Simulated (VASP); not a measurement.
Computed with AM05 GGA, VASP's PBE PAW potentials (set 64) (plane waves; VASP).

Input for VASP

INCAR:
```
! general
SYSTEM=BN
PREC  =Accurate
ENCUT =520
LREAL =.FALSE.
LASPH =.TRUE.
ICHARG=11

! electronic loop
EDIFF =1E-7
NELM  =100
ALGO  =Normal

! smearing
ISMEAR=0
SIGMA =0.05

! functional
GGA   =AM

! output
LWAVE =.FALSE.
LCHARG=.FALSE.
LORBIT=11
```

**POSCAR**
```
BN
1
    1.2529058174    -2.1700969224     0.0000000000
    1.2529058174     2.1700969224     0.0000000000
    0.0000000000     0.0000000000     7.7521713419
B N
2 2
Direct
  0.3333330000   0.6666670000   0.2500000000
  0.6666670000   0.3333330000   0.7500000000
  0.6666670000   0.3333330000   0.2500000000
  0.3333330000   0.6666670000   0.7500000000
```

File KPOINTS:
```
k-points along high-symmetry lines
10
Line-mode
Reciprocal
  0.000000   0.000000   0.000000 ! GAMMA
 -0.000000   0.500000   0.000000 ! M

 -0.000000   0.500000   0.000000 ! M
 -0.333333   0.666667   0.000000 ! K

 -0.333333   0.666667   0.000000 ! K
  0.000000   0.000000   0.000000 ! GAMMA

  0.000000   0.000000   0.000000 ! GAMMA
  0.000000   0.000000   0.500000 ! A

  0.000000   0.000000   0.500000 ! A
 -0.000000   0.500000   0.500000 ! L

 -0.000000   0.500000   0.500000 ! L
 -0.333333   0.666667   0.500000 ! H

 -0.333333   0.666667   0.500000 ! H
  0.000000   0.000000   0.500000 ! A

 -0.000000   0.500000   0.500000 ! L
 -0.000000   0.500000   0.000000 ! M

 -0.333333   0.666667   0.500000 ! H
 -0.333333   0.666667   0.000000 ! K
```

POTCAR, in this order: B N (PBE.64 set). Program: vasp_std. Read from the step before: CHGCAR.

What VASP printed:

OUTCAR:
```
 ion  position               nearest neighbor table
   1  0.333  0.667  0.250-   3 1.45   3 1.45   3 1.45
   2  0.667  0.333  0.750-   4 1.45   4 1.45   4 1.45
   3  0.667  0.333  0.250-   1 1.45   1 1.45   1 1.45
   4  0.333  0.667  0.750-   2 1.45   2 1.45   2 1.45
  LATTYP: Found a hexagonal cell.
 ALAT       =     2.5058119722
 C/A-ratio  =     3.0936763923
 Subroutine PRICEL returns:
 Original cell was already a primitive cell.
 Subroutine GETGRP returns: Found 24 space group operations
The static configuration has the point symmetry D_3d.
 The point group associated with its full space group is D_6h.
The dynamic configuration has the point symmetry D_3d.
 Subroutine INISYM returns: Found 24 space group operations
   k-points           NKPTS =     90   k-points in BZ     NKDIM =     90   number of bands    NBANDS=     12
   number of dos      NEDOS =    301   number of ions     NIONS =      4
   total plane-waves  NPLWV =  24000
   dimension x,y,z NGX =    20 NGY =   20 NGZ =   60
   dimension x,y,z NGXF=    40 NGYF=   40 NGZF=  120
   ions per type =               2   2
   PREC   = accura    normal or accurate (medium, high low for compatibility)
   ISTART =      0    job   : 0-new  1-cont  2-samecut
   ICHARG =     11    charge: 1-file 2-atom 10-const
   ISPIN  =      1    spin polarized calculation?
...
```

File OSZICAR:
```
       N       E                     dE             d eps       ncg     rms          rms(c)
DAV:   1     0.650969543833E+02    0.65097E+02   -0.78501E+03  2168   0.119E+03
DAV:   2    -0.293451595743E+02   -0.94442E+02   -0.83428E+02  3064   0.240E+02
DAV:   3    -0.339728612357E+02   -0.46277E+01   -0.45930E+01  2668   0.587E+01
DAV:   4    -0.340329873272E+02   -0.60126E-01   -0.60078E-01  2708   0.692E+00
DAV:   5    -0.340343135408E+02   -0.13262E-02   -0.13259E-02  2752   0.935E-01
DAV:   6    -0.340343583311E+02   -0.44790E-04   -0.44786E-04  2744   0.146E-01
DAV:   7    -0.340343598818E+02   -0.15507E-05   -0.15505E-05  2736   0.248E-02
DAV:   8    -0.340343599514E+02   -0.69623E-07   -0.69617E-07  2428   0.438E-03
   1 F= -.34034360E+02 E0= -.34034360E+02  d E =-.544162E-19
```

**OUTCAR**
```
 val. band max:        1.0975979855   @ k =  -0.3333   0.6667   0.5000

 cond. band min:       5.5621049209   @ k =   0.0000   0.5000   0.0000



 k-point     1 :       0.0000    0.0000    0.0000
  band No.  band energies     occupation
      1     -16.5077      2.00000
      2     -16.4259      2.00000
      3      -4.6059      2.00000
      4      -3.6841      2.00000
      5      -0.2019      2.00000
      6      -0.2018      2.00000
      7      -0.1953      2.00000
      8      -0.1952      2.00000
      9       5.7815      0.00000
     10       9.7122      0.00000
     11      12.1230      0.00000
     12      12.6226      0.00000

 k-point     2 :       0.0000    0.0556    0.0000
  band No.  band energies     occupation
      1     -16.4478      2.00000
      2     -16.3666      2.00000
      3      -4.5240      2.00000
      4      -3.6066      2.00000
      5      -0.4561      2.00000
      6      -0.4525      2.00000
      7      -0.3219      2.00000
      8      -0.3148      2.00000
      9       5.8904      0.00000
     10       9.7402      0.00000
     11      12.1753      0.00000
     12      12.6334      0.00000

 k-point     3 :       0.0000    0.1111    0.0000
  band No.  band energies     occupation
      1     -16.2693      2.00000
      2     -16.1900      2.00000
      3      -4.2797      2.00000
      4      -3.3757      2.00000
      5      -1.1599      2.00000
      6      -1.1567      2.00000
      7      -0.6476      2.00000
      8      -0.6393      2.00000
      9       6.1989      0.00000
     10       9.8013      0.00000
     11      12.1012      0.00000
     12      12.4935      0.00000

 k-point     4 :       0.0000    0.1667    0.0000
  band No.  band energies     occupation
      1     -15.9766      2.00000
      2     -15.9006      2.00000
      3      -3.8776      2.00000
      4      -2.9971      2.00000
      5      -2.1728      2.00000
      6      -2.1676      2.00000
      7      -1.0993      2.00000
...
```

The density is held fixed in this step, so its total energy and stress have no physical meaning. Without a dispersion term in the relaxation, distances and binding between the weakly bound layers, chains or molecules are unreliable, and so is what depends on them.

The compound is BN in the hex structure. It was relaxed first, which changed the volume by +17 %.
